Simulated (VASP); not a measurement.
The input files of a VASP run:

KPOINTS:
```
Automatic mesh
0
Gamma
10 10 6
0 0 0
```

File POSCAR:
```
La
1
    3.7609530000     0.0000000000     0.0000000000
   -1.8804760000     3.2570800000     0.0000000000
    0.0000000000     0.0000000000     6.1062600000
La
2
Direct
  0.3355940000   0.6598780000   0.2438970000
  0.6644060000   0.3401220000   0.7561030000
```

**INCAR**
```
! general
SYSTEM  = La
PREC    = Accurate
ENCUT   = 300   ! plane-wave cut-off (eV)
LREAL   = .FALSE.
LASPH   = .TRUE.

! electronic loop
EDIFF   = 1E-6   ! SCF stop (eV)
NELM    = 100   ! most electronic steps
ALGO    = Normal   ! blocked Davidson
LMAXMIX = 6

! smearing
ISMEAR  = 0   ! Gaussian
SIGMA   = 0.1

! functional
GGA     = PE

! ions
ISIF    = 2   ! forces and stress, cell fixed

! output
LWAVE   = .FALSE.
LCHARG  = .FALSE.
```

POTCAR, in this order: La (PBE.64 set). Program: vasp_std.

Problem. Write an equivalent input for Ansatz.

Solution. One equivalent input (not run):
Ansatz 0.2 input:
```yaml
crystal:
  lattice:
    - [3.7609530, 0.0000000, 0.0000000]
    - [-1.8804760, 3.2570800, 0.0000000]
    - [0.0000000, 0.0000000, 6.1062600]
  atoms:
    - { symbol: La, position: [0.3355940, 0.6598780, 0.2438970] }
    - { symbol: La, position: [0.6644060, 0.3401220, 0.7561030] }
kpoints:
  mp_grid: { grid: [10, 10, 6] }
hamiltonian:
  xc: pbe
  pseudopotentials: { kind: paw }
scf:
  occupations: { method: gaussian, width: 0.1 }
  max_iter: 100
output: { forces: true, stress: true, eigenvalues: true }
```
What does not carry over: each code has its own PAW files, so the cut-off isn't converted (ENCUT is set for VASP's; basis.ecutwfc is left out, and Ansatz then takes the one that its files recommend); Ansatz stops its SCF on the density residual and VASP on the energy change (EDIFF).

The structure was generated: La was put into an ordered model structure, which need not be its known phase. The cell was not relaxed at this level, atoms are displaced from their ideal sites.
